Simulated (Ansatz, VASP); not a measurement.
**Cross-check of Sc2Cu between VASP and Ansatz**

Aim: how closely do two programs agree when they are given the same cell, functional and k mesh? The cell is generated by rule, not measured, and may not be a known phase. The cell is taken from a series of runs on this material, whose earlier steps may have relaxed, scaled, displaced or heated it; both programs get it as it stands. Other levels of theory on this material are compared in a session of their own.

Method: plane waves, with VASP 6.6.1 beside it; zone-centre phonons at PBEsol, in Ansatz 0.2.0.

The structure was built from a prototype and need not be the compound's stable phase.

## Step 1: The starting structure

Symmetry: Fm-3m, No. 225, cubic system. Conventional cell: a = 6.302 Å, b = 6.302 Å, c = 6.302 Å, α = 90.00°, β = 90.00°, γ = 90.00°. Nearest to Sc lie 4 Cu at 2.73 Å. Cu has 8 Sc at 2.73 Å nearest. Farther neighbours are not listed.

## Step 2: Ansatz: zone-centre phonons, PBEsol

Ansatz runs on its default PAW (the set named soft_2) files.

Second derivatives magnify differences that forces hide, and they need a tight electronic threshold.

File input.yaml:

```yaml
crystal:
  lattice:
    - [0.0, 3.1508172729, 3.1508172729]
    - [3.1508172729, 0.0, 3.1508172729]
    - [3.1508172729, 3.1508172729, 0.0]
  atoms:
    - { symbol: Sc, position: [0.25, 0.25, 0.25] }
    - { symbol: Sc, position: [0.75, 0.75, 0.75] }
    - { symbol: Cu, position: [0.0, 0.0, 0.0] }
kpoints:
  mp_grid: { grid: [10, 10, 10] }
hamiltonian:
  xc: pbesol
scf:
  occupations: { method: methfessel_paxton, width: 0.15 }
output:
  eigenvalues: true
phonons:
  method: dfpt
```

Launch:

```
$ ansatz run input.yaml --threads 8 --pin off --max-ram 14336MiB --backend cpu --events-out ev --progress --plain --runs-dir out
```

Numbers of over 12 decimals in the logs are rounded to 6 here.

Log:

```text
zone centre: on kpoints.mp_grid the ground state, and the responses unless they are solved on pairs of k-points, stand on 102 of the mesh's 1000 k-points, reduced under 8 symmetry operations, with k and −k counted as one. Each operation leaves every solved displacement unchanged or reverses it
Engine: ansatz 0.2.0, aarch64-unknown-linux-gnu
Pseudopotentials: kind: paw
Pseudopotential: Sc, paw, valence charge 11, recommended cutoff 420 eV (normal), Sc.paw.azcp
Pseudopotential: Cu, paw, valence charge 19, recommended cutoff 420 eV (normal), Cu.paw.azcp
Functional definition: PBEsol
  exchange = pbesol_x
  correlation = pbesol_c
Crystal: 3 atoms, lattice volume = 62.560 Å³
Basis set: ecut = 420 eV, 1243 PW (Γ), exchange–correlation on 60×60×60 points (8 copies of the dense FFT grid, shifted against one another)
Bands: 25, of which v1, the nominal top of the filled ones, is band 21 counted from 1 (20 counted from 0)
Symmetry: 48 space group operations
k-points: 102 of 1000 (irreducible under 8 space group operations, time reversal used)
Non-local potential: Sc, projectors of the file, l = 0: 3, l = 1: 2, l = 2: 3, l = 3: 1
Non-local potential: Cu, projectors of the file, l = 0: 3, l = 1: 2, l = 2: 3, l = 3: 1
PAW form: soft (Blöchl's): semilocal exchange-correlation on the pseudo side does not see the compensation charge
PAW frozen core: Sc, regenerated for the run's functional, and the local potential with it (the file was generated under x = pbe(κ = 0.804, μ = 0.219515), c = pbe(β = 0.066725))
PAW frozen core: Cu, regenerated for the run's functional, and the local potential with it (the file was generated under x = pbe(κ = 0.804, μ = 0.219515), c = pbe(β = 0.066725))
PAW one-centre angular grid: Sc, 590 points (default); XC on 64 Gauss nodes
PAW one-centre angular grid: Cu, 590 points (default); XC on 64 Gauss nodes
Initial density: superposition of atomic densities (neutral atoms: chi_scale 0, normalization atom), corrected by the library's trained network
Initial wavefunctions: pseudopotential atomic-orbital guess
Functional: x = pbesol(κ = 0.804, μ = 0.123457), c = pbesol(β = 0.046)
SCF iter   1: F=—  HF=-10811.302370 eV  |F-HF|=—  |Δ(HF+E_count)|=         —  Δρ=1.50e-2  dr2=9.91e-2  ethr=1.77e-3  ⟨swp⟩=4.1  Hψ=8538  notcnv=0
preconditioner: auto → Kerker (q_TF=auto, 2.543 Å⁻¹)  [metal: Δε(μ)=0.048 eV  Ē_g=3.966 eV  σ=0.150 eV  W_gap=0.27  n_scr=14 (ndim 8)  ℏωp=19.4 eV  f_vac=0.000  D(μ)=3.85/eV (n_scr^D=50)]
SCF iter   2: F=—  HF=-10811.288239 eV  |F-HF|=—  |Δ(HF+E_count)|=   1.41e-2  S|Δr|=    0.00e0  Δρ=2.49e-3  dr2=3.29e-3  ethr=2.42e-4  ⟨swp⟩=2.0  Hψ=4446  notcnv=0
SCF iter   3: F=—  HF=-10811.286566 eV  |F-HF|=—  |Δ(HF+E_count)|=   1.67e-3  S|Δr|=    0.00e0  Δρ=1.87e-3  dr2=2.93e-3  ethr=8.02e-6  ⟨swp⟩=2.0  Hψ=4397  notcnv=0
SCF iter   4: F=—  HF=-10811.285944 eV  |F-HF|=—  |Δ(HF+E_count)|=   6.21e-4  S|Δr|=    0.00e0  Δρ=7.07e-4  dr2=5.37e-4  ethr=7.16e-6  ⟨swp⟩=2.1  Hψ=3203  notcnv=0
SCF iter   5: F=—  HF=-10811.285826 eV  |F-HF|=—  |Δ(HF+E_count)|=   1.19e-4  S|Δr|=    0.00e0  Δρ=1.52e-4  dr2=3.33e-5  ethr=1.31e-6  ⟨swp⟩=2.0  Hψ=3420  notcnv=0
SCF iter   6: F=—  HF=-10811.285811 eV  |F-HF|=—  |Δ(HF+E_count)|=   1.47e-5  S|Δr|=    0.00e0  Δρ=4.76e-5  dr2=2.97e-6  ethr=8.12e-8  ⟨swp⟩=2.0  Hψ=3250  notcnv=0
SCF iter   7: F=—  HF=-10811.285812 eV  |F-HF|=—  |Δ(HF+E_count)|=   9.45e-7  S|Δr|=    0.00e0  Δρ=1.49e-5  dr2=2.20e-7  ethr=7.25e-9  ⟨swp⟩=2.0  Hψ=3377  notcnv=0
SCF iter   8: F=—  HF=-10811.285812 eV  |F-HF|=—  |Δ(HF+E_count)|=   1.53e-8  S|Δr|=    0.00e0  Δρ=5.65e-6  dr2=2.43e-8  ethr=5.37e-10  ⟨swp⟩=2.0  Hψ=3360  notcnv=0
SCF iter   9: F=—  HF=-10811.285812 eV  |F-HF|=—  |Δ(HF+E_count)|=   1.16e-9  S|Δr|=    0.00e0  Δρ=7.19e-7  dr2=2.48e-10  ethr=5.92e-11  ⟨swp⟩=2.0  Hψ=3315  notcnv=0
SCF iter  10: F=—  HF=-10811.285812 eV  |F-HF|=—  |Δ(HF+E_count)|=  4.00e-11  S|Δr|=    0.00e0  Δρ=1.63e-7  dr2=1.35e-11  ethr=1.00e-12  ⟨swp⟩=2.0  Hψ=3470  notcnv=0
SCF iter  11: F=-10811.285812 eV  HF=-10811.285812 eV  |F-HF|=3.64e-12  |Δ(HF+E_count)|=  3.64e-12  S|Δr|=    0.00e0  Δρ=2.49e-8  dr2=2.72e-13  ethr=1.00e-12  ⟨swp⟩=4.2  Hψ=9153  notcnv=0
SCF 1 converged in 11 iterations: F = -10811.285812 eV  dr2 = 2.72e-13
  greatest PAW one-centre occupation: 1.000 electrons in one spin orbital (limit 2), on the Cu atom at site 2 (counted from 0), in its partial waves of l = 0
DFPT response loops at Γ: preconditioner auto → Kerker (q_TF=auto, 2.543 Å⁻¹) (partly filled bands, converged f_vac=0.000); β = 1.00, the filter's whole step (`scf.mixing.beta` (0.50) is not read by the response loops under this deck's `scf.mixing.preconditioner`; to damp them name `kerker` or `kerker_dos`, under which they read `scf.mixing.beta`, and type it under 1.00, their step now; both keys bind the ground state too); Broyden in place of MSR1
SCF converged after 11 iterations
Stability not checked: this state was not tested for a lower state beside it, because cold or Methfessel-Paxton smearing, or corrected tetrahedra, fill the levels in a way that the test cannot read (fill_not_monotonic; see scf.lower_state_search)
Free energy (F): -10811.285812 eV
Harris-Foulkes:  -10811.285812 eV  (|F-HF|=3.64e-12)
Internal energy: -10811.286656 eV  (E = F + TS)
E sigma→0 (E₀):  -10811.286023 eV
Entropy (-TS):   0.000844 eV (0.281 meV/atom)
Fermi energy:    10.339768 eV
--- Per-component energies (eV) ---
  E_band       = -811.923987
  E_kinetic    = 821.226975
  E_local      = -7213.591935  (includes V_loc(G=0)·N_el)
  E_nonlocal   = 550.065152
  E_hartree    = 3035.189708
  E_xc         = -296.237670
  E_vxc        = -373.200671  (∫ρ·V_xc dr)
  E_paw        = -3482.397452  (= ΣΔE_a)
  E_vpaw       = -666.803211  (= ΣTr[D̂ρ^β])
  E_aug_tail   = 0.000264  (compensation charges beyond the density's cutoff)
  E_ewald      = -4226.005952
  E_core_change = 0.464252  (= ΣΔE_core)
  E_smearing   = 0.000844  (= −TS)
  E_closure    = -0.000000  (closes the sum)
  Σ components = -10811.285812   (vs F -10811.285812, Δ=0.00e0)
--- Band table (eV; the first three rows and the last of 102) ---
  k-point 0: bands = [... 17 lower, 6.7538, 9.3839, 9.3839, 9.3839, 10.5500, 10.5500, 13.6942, 13.6942]
  k-point 1: bands = [... 17 lower, 6.7511, 9.2911, 9.4553, 9.4553, 10.5873, 10.5873, 13.5394, 13.6168]
  k-point 2: bands = [... 17 lower, 6.7456, 9.0326, 9.6539, 9.6539, 10.7079, 10.7079, 13.1441, 13.3867]
  k-point 101: bands = [... 17 lower, 6.9524, 8.6369, 9.4978, 9.9224, 11.0243, 11.3094, 11.4238, 12.4405]
--- Phonons (Γ-DFPT): 2 representative perturbations + reference, on 102 of 1000 k-points (Σ response iterations 7) ---
  k mesh reduced under 8 symmetry operations, with k and −k counted as one. Each operation leaves every solved displacement unchanged or reverses it
  ASR residual: 1.628e-5 → 0.000e0 eV/Å²; symmetrization residual: 4.311e-6 eV/Å²
  ASR residual per site (eV/Å²): 1.31e-5 1.31e-5 1.63e-5
  Γ frequencies (cm⁻¹): 0.00 0.00 0.00 180.40 180.40 180.40 226.14 226.14 226.14
  non-analytic LO–TO correction: not included (Born effective charges unavailable; polar crystals: no LO–TO splitting at Γ)
```

The column dr2 measures how far the density is from self-consistency, as an energy; F and HF (Harris–Foulkes) agree once it is small.

(Part 1 of 2 ends here.)

[Lines on the potential files, build, host, timing and source positions are cut from VASP's logs without a mark.]

[Logs are printed without paths, hosts, clocks, repeated set-up lines and the standing remarks that a program may print on its own settings, such as how far it seeks lower states.]

[Hosts, paths, dates, database ids (printed as entryN), source tags and the programs' standing remarks are cut or masked in the printed files.]
